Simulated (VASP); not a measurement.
Input for VASP

### KPOINTS
```
Automatic mesh
0
Gamma
10 10 7
0 0 0
```

### POSCAR
```
TiAl
1
    2.8300000000     0.0000000000     0.0000000000
    0.0000000000     2.8300000000     0.0000000000
    0.0000000000     0.0000000000     4.0700000000
Ti Al
1 1
Direct
  0.0000000000   0.0000000000   0.0000000000
  0.5000000000   0.5000000000   0.5000000000
```

### INCAR
```
SYSTEM = TiAl
PREC = Accurate
ENCUT = 400
EDIFF = 1E-6
NELM = 100
ALGO = Normal
LREAL = .FALSE.
LASPH = .TRUE.
ISMEAR = 1
SIGMA = 0.1
GGA = PE
LMAXMIX = 4
LWAVE = .FALSE.
LCHARG = .FALSE.
ISIF = 2
```

POTCAR, in this order: Ti_sv Al (PBE.64 set). Program: vasp_gam.

Question: Does this input run properly? What does VASP do?

Answer: There is a fault: the Γ-only program was given a k-mesh. VASP stops with an error: You are using the Gamma-point-only version with more than one k-point or some other non-Gamma k-point. ----> I REFUSE TO CONTINUE WITH THIS SICK JOB ... BYE!!! <----

File standard output:
```
 POSCAR found type information on POSCAR TiAl
 POSCAR found :  2 types and       2 ions
 Reading from existing POTCAR
 Reading from existing POTCAR
 LDA part: xc-table for (Slater+PW92), standard interpolation

 -----------------------------------------------------------------------------
|                                                                             |
|     EEEEEEE  RRRRRR   RRRRRR   OOOOOOO  RRRRRR      ###     ###     ###     |
|     E        R     R  R     R  O     O  R     R     ###     ###     ###     |
|     E        R     R  R     R  O     O  R     R     ###     ###     ###     |
|     EEEEE    RRRRRR   RRRRRR   O     O  RRRRRR       #       #       #      |
|     E        R   R    R   R    O     O  R   R                               |
|     E        R    R   R    R   O     O  R    R      ###     ###     ###     |
|     EEEEEEE  R     R  R     R  OOOOOOO  R     R     ###     ###     ###     |
|                                                                             |
|     You are using the Gamma-point-only version with more than one           |
|     k-point or some other non-Gamma k-point.                                |
|                                                                             |
|       ---->  I REFUSE TO CONTINUE WITH THIS SICK JOB ... BYE!!! <----       |
|                                                                             |
 -----------------------------------------------------------------------------
```

To mend it, run vasp_std.

The mended run (PBE GGA, plane waves, VASP's PBE PAW potentials (set 64)) converges, and its OSZICAR ends with
```
   1 F= -.12385269E+02 E0= -.12384426E+02  d E =-.252948E-02
```

The compound is TiAl in the L1_0 structure. The cell was not relaxed at this level.
